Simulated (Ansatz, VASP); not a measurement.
# CaCu2O3: VASP beside Ansatz

One calculation is typed for both programs; each brings its own data sets and cutoff. How far apart do they land? The cell comes out of the VASP series on this material, whose earlier steps may have relaxed, scaled or displaced it; both programs get it as it stands.

Program: Ansatz 0.2.0. Level of theory: plane waves, with VASP 6.6.1 beside it; single point at r2SCAN with rVV10 and electric field gradients at r2SCAN with rVV10. Results are calculated unless marked as measured.

## (1) Set-up

Symmetry: Pmmn, No. 59, orthorhombic system. The conventional cell has a = 4.054 Å, b = 10.231 Å, c = 3.458 Å, α = 90.00°, β = 90.00°, γ = 90.00°. Nearest to Ca lie 6 O at 2.25 to 2.51 Å. Nearest to Cu lie 4 O at 1.86 to 2.03 Å. O has 2 Cu at 1.86 Å and 2 Ca at 2.25 Å nearest. Nearest to O lie 3 Cu at 1.89 to 2.03 Å and 2 Ca at 2.37 to 2.51 Å. Farther neighbours and most contacts between anions are not listed.

## (2) Ansatz: single point, r2SCAN with rVV10

Ansatz runs on its default PAW (the set named soft_2) files.

With cell and atoms fixed, the geometry can't cause a difference; cores, projectors, grids and the points listed under the comparison can.

input.yaml reads:

```yaml
crystal:
  lattice:
    - [4.0537761648, 0.0, 0.0]
    - [0.0, 10.2307341413, 0.0]
    - [0.0, 0.0, 3.457659227]
  atoms:
    - { symbol: Ca, position: [0.0, 0.0, 0.3649935645] }
    - { symbol: Ca, position: [0.5, 0.5, 0.6350064355] }
    - { symbol: Cu, position: [0.0, 0.665739622, 0.1324772355] }
    - { symbol: Cu, position: [0.0, 0.334260378, 0.1324772355] }
    - { symbol: Cu, position: [0.5, 0.834260378, 0.8675227645] }
    - { symbol: Cu, position: [0.5, 0.165739622, 0.8675227645] }
    - { symbol: O, position: [0.5, 0.0, 0.6449507537] }
    - { symbol: O, position: [0.0, 0.5, 0.3550492463] }
    - { symbol: O, position: [0.0, 0.1682634275, 0.8936728481] }
    - { symbol: O, position: [0.5, 0.6682634275, 0.1063271519] }
    - { symbol: O, position: [0.5, 0.3317365725, 0.1063271519] }
    - { symbol: O, position: [0.0, 0.8317365725, 0.8936728481] }
hamiltonian:
  xc: r2scan
  pseudopotentials: { kind: paw }
  dispersion: rvv10
kpoints:
  mp_grid: { grid: [7, 3, 8] }
scf:
  occupations: { method: tetrahedron }
output:
  forces: true
  stress: true
```

Run with:

```sh
$ ansatz run input.yaml --threads 4 --pin off --max-ram 9216MiB --backend cpu --events-out ev --progress --plain --runs-dir out
```

Numbers of over 12 decimals in the logs are rounded to 6 here.

Log:

```text
Warning: output.forces, output.stress, relax.cell or npt_langevin: where a Kohn–Sham band that disperses or a degenerate level is filled in part under the method tetrahedron, the forces or the stress that this run publishes need not agree with its energy (scf.occupations.method in the input reference, under Limitations); prefer a smearing scheme for the forces or the stress
band count auto-derived: 81 (N_el = 132.0; filled up to band 66; 80 by the electrons, moments and atoms)
Engine: ansatz 0.2.0, aarch64-unknown-linux-gnu
Pseudopotentials: kind: paw
Pseudopotential: Ca, paw, valence charge 10, recommended cutoff 500 eV (meta_gga), Ca.paw.azcp
Pseudopotential: Cu, paw, valence charge 19, recommended cutoff 500 eV (meta_gga), Cu.paw.azcp
Pseudopotential: O, paw, valence charge 6, recommended cutoff 500 eV (meta_gga), O.paw.azcp
Functional definition: r2SCAN+rVV10
  parameter k0 = 0.174
  parameter k1 = 0.065
  parameter a1 = 4.9479
  exchange = r2scan_x(k0 = k0, k1 = k1, a1 = a1)
  correlation = r2scan_c + rvv10(11.95, 0.0093)
Crystal: 12 atoms, lattice volume = 143.400 Å³
Basis set: ecut = 500 eV, 3659 PW (Γ), exchange–correlation on 144×360×120 points (64 copies of the dense FFT grid, shifted against one another)
Bands: 81, of which v1, the nominal top of the filled ones, is band 66 counted from 1 (65 counted from 0)
Symmetry: 8 space group operations
Space group: Pmmn (ITA 59), of the structure as read, at distance tolerance 5.2e-5 Å
k-points: 40 of 168
Non-local potential: Ca, projectors of the file, l = 0: 3, l = 1: 2, l = 2: 2
Non-local potential: Cu, projectors of the file, l = 0: 3, l = 1: 2, l = 2: 3, l = 3: 1
Non-local potential: O, projectors of the file, l = 0: 2, l = 1: 2, l = 2: 1
PAW form: soft (Blöchl's): semilocal exchange-correlation on the pseudo side does not see the compensation charge
rVV10 density: all electrons in the spheres
PAW frozen core: Ca, regenerated for the run's functional (the file was generated under x = pbe(κ = 0.804, μ = 0.219515), c = pbe(β = 0.066725))
PAW frozen core: Cu, regenerated for the run's functional (the file was generated under x = pbe(κ = 0.804, μ = 0.219515), c = pbe(β = 0.066725))
PAW frozen core: O, regenerated for the run's functional (the file was generated under x = pbe(κ = 0.804, μ = 0.219515), c = pbe(β = 0.066725))
PAW one-centre angular grid: Ca, 302 points (default); XC on 160 Gauss nodes
PAW one-centre angular grid: Cu, 590 points (default); XC on 160 Gauss nodes
PAW one-centre angular grid: O, 302 points (default); XC on 160 Gauss nodes
Initial density: superposition of atomic densities (neutral atoms: chi_scale 0, normalization atom), corrected by the library's trained network
Initial wavefunctions: pseudopotential atomic-orbital guess
Functional: x = r2scan, c = r2scan + rvv10(b = 11.95, C = 0.0093); τ floored in thin density (d = 2e-4 eV/Å³)
SCF iter   1: F=—  HF=-33575.163870 eV  |F-HF|=—  |Δ(HF+E_count)|=         —  Δρ=1.89e-2  dr2=3.00e-1  dr2_τ=2.95e-1  ethr=1.77e-3  ⟨swp⟩=6.3  Hψ=13006  notcnv=0  defer=105
preconditioner: auto → Kerker (q_TF=auto, 2.691 Å⁻¹)  [metal: no gap  n_scr=56 (ndim 8)  ℏωp=30.4 eV  f_vac=0.029]
SCF iter   2: F=—  HF=-33575.366182 eV  |F-HF|=—  |Δ(HF+E_count)|=   2.02e-1  Δρ=8.71e-3  dr2=8.59e-2  dr2_τ=4.04e-3  ethr=2.28e-4  ⟨swp⟩=3.1  Hψ=6727  notcnv=0  defer=283
SCF iter   3: F=—  HF=-33575.341945 eV  |F-HF|=—  |Δ(HF+E_count)|=   2.42e-2  Δρ=6.08e-3  dr2=3.82e-2  dr2_τ=1.61e-3  ethr=6.51e-5  ⟨swp⟩=2.1  Hψ=4717  notcnv=0  defer=283
SCF iter   4: F=—  HF=-33575.335262 eV  |F-HF|=—  |Δ(HF+E_count)|=   6.68e-3  Δρ=2.30e-3  dr2=7.52e-3  dr2_τ=1.65e-4  ethr=2.90e-5  ⟨swp⟩=2.4  Hψ=3244  notcnv=0  defer=283
SCF iter   5: F=—  HF=-33575.333683 eV  |F-HF|=—  |Δ(HF+E_count)|=   1.58e-3  Δρ=6.72e-4  dr2=7.46e-4  dr2_τ=2.68e-5  ethr=5.70e-6  ⟨swp⟩=2.8  Hψ=4465  notcnv=0  defer=283
SCF iter   6: F=—  HF=-33575.333607 eV  |F-HF|=—  |Δ(HF+E_count)|=   7.63e-5  Δρ=2.38e-4  dr2=1.05e-4  dr2_τ=8.80e-6  ethr=5.65e-7  ⟨swp⟩=2.9  Hψ=5334  notcnv=0  defer=283
SCF iter   7: F=—  HF=-33575.333593 eV  |F-HF|=—  |Δ(HF+E_count)|=   1.36e-5  Δρ=1.04e-4  dr2=1.54e-5  dr2_τ=1.35e-6  ethr=7.94e-8  ⟨swp⟩=2.6  Hψ=4979  notcnv=0  defer=283
SCF iter   8: F=—  HF=-33575.333595 eV  |F-HF|=—  |Δ(HF+E_count)|=   2.14e-6  Δρ=6.99e-5  dr2=8.59e-6  dr2_τ=2.52e-7  ethr=1.16e-8  ⟨swp⟩=2.2  Hψ=5088  notcnv=0  defer=283
SCF iter   9: F=—  HF=-33575.333596 eV  |F-HF|=—  |Δ(HF+E_count)|=   7.70e-7  Δρ=1.76e-5  dr2=4.83e-7  dr2_τ=3.75e-8  ethr=6.50e-9  ⟨swp⟩=2.6  Hψ=4772  notcnv=0  defer=283
SCF iter  10: F=—  HF=-33575.333596 eV  |F-HF|=—  |Δ(HF+E_count)|=   4.48e-7  Δρ=6.18e-6  dr2=1.25e-7  dr2_τ=3.15e-9  ethr=7.58e-11  ⟨swp⟩=8.0  Hψ=14236  notcnv=0
SCF iter  11: F=-33575.333597 eV  HF=-33575.333597 eV  |F-HF|=1.35e-8  |Δ(HF+E_count)|=   1.79e-7  Δρ=2.48e-6  dr2=2.17e-8  dr2_τ=4.76e-10  ethr=7.58e-11  ⟨swp⟩=4.0  Hψ=9473  notcnv=0
SCF 1 converged in 11 iterations: F = -33575.333597 eV  dr2 = 2.17e-8
  greatest PAW one-centre occupation: 1.000 electrons in one spin orbital (limit 2), on the Cu atom at site 5 (counted from 0), in its partial waves of l = 0
SCF converged after 11 iterations
Stability not checked: this state was not tested for a lower state beside it, because cold or Methfessel-Paxton smearing, or corrected tetrahedra, fill the levels in a way that the test cannot read (fill_not_monotonic; see scf.lower_state_search)
Free energy (F): -33575.333597 eV
Harris-Foulkes:  -33575.333597 eV  (|F-HF|=1.35e-8)
Internal energy: -33575.333612 eV  (E = F + TS)
E sigma→0 (E₀):  -33575.333597 eV
Entropy (-TS):   0.000015 eV (0.001 meV/atom)
Fermi energy:    10.090221 eV
--- Per-component energies (eV) ---
  E_band       = -2234.388574
  E_kinetic    = 2802.509921
  E_local      = -23847.561931  (includes V_loc(G=0)·N_el)
  E_nonlocal   = 1991.151578
  E_hartree    = 10261.011764
  E_xc         = -1040.575397
  E_vxc        = -1513.595404  (∫ρ·V_xc dr)
  E_paw        = -9389.221644  (= ΣΔE_a)
  E_vpaw       = -2287.434982  (= ΣTr[D̂ρ^β])
  E_aug_tail   = 0.004874  (compensation charges beyond the density's cutoff)
  E_vtau       = 98.518197  (kinetic-family band-sum trace: ∫τ·v_τ [+ j·A + Jᵃ·Aᵃ] dr)
  E_ewald      = -14350.815370
  E_core_change = -1.837408  (= ΣΔE_core)
  E_smearing   = 0.000015  (= −TS)
  E_closure    = -0.000000  (closes the sum)
  Σ components = -33575.333597   (vs F -33575.333597, Δ=0.00e0)
--- Forces (eV/Å), atoms counted from 1 ---
  atom   1  Ca     0.00000000     0.00000000     0.04223674
  atom   2  Ca     0.00000000     0.00000000    -0.04223674
  atom   3  Cu     0.00000000     0.06460364    -0.07833210
  atom   4  Cu     0.00000000    -0.06460364    -0.07833210
  atom   5  Cu     0.00000000    -0.06460364     0.07833210
  atom   6  Cu     0.00000000     0.06460364     0.07833210
  atom   7  O      0.00000000     0.00000000    -0.01844952
  atom   8  O      0.00000000     0.00000000     0.01844952
  atom   9  O      0.00000000    -0.01972491     0.03816701
  atom  10  O      0.00000000    -0.01972491    -0.03816701
  atom  11  O      0.00000000     0.01972491    -0.03816701
  atom  12  O      0.00000000     0.01972491     0.03816701
  max |Σ_I F_I| component: 6.94e-18 eV/Å
--- Stress (GPa, compression-positive) ---
       -1.489936       0.000000       0.000000
        0.000000      -1.927522       0.000000
        0.000000       0.000000      -0.583252
  P = ⅓ Tr σ = -1.3336 GPa (-13.336 kbar)
--- Band table (eV; the first three rows and the last of 40) ---
  k-point 0: bands = [... 62 lower, 8.4379, 8.6299, 8.7879, 9.0345, 9.0738, 9.0787, 12.4459, 13.7554, ... 11 higher]
  k-point 1: bands = [... 62 lower, 8.4295, 8.6405, 8.8800, 8.9463, 9.0287, 9.0749, 12.7564, 14.0721, ... 11 higher]
  k-point 2: bands = [... 62 lower, 8.4127, 8.6635, 8.7762, 8.9040, 9.0921, 9.1932, 13.5474, 14.8266, ... 11 higher]
  k-point 39: bands = [... 62 lower, 8.7658, 8.7875, 10.5369, 10.5534, 10.9322, 10.9946, 14.0156, 14.0601, ... 11 higher]
```

Elapsed: 49 s, on 4 threads of Arm Neoverse N1, shared host; peak memory 1.3 GiB; 3.2 min of CPU time.

The run ends at a pressure of -1.33 GPa, with forces up to 0.10 eV/Å.

(Part 1 of 3 ends here.)

[Lines on the potential files, build, host, timing and source positions are cut from VASP's logs without a mark.]

[Logs are printed without paths, hosts, clocks, repeated set-up lines and the standing remarks that a program may print on its own settings, such as how far it seeks lower states.]

[Hosts, paths, dates, database ids (printed as entryN), source tags and the programs' standing remarks are cut or masked in the printed files.]
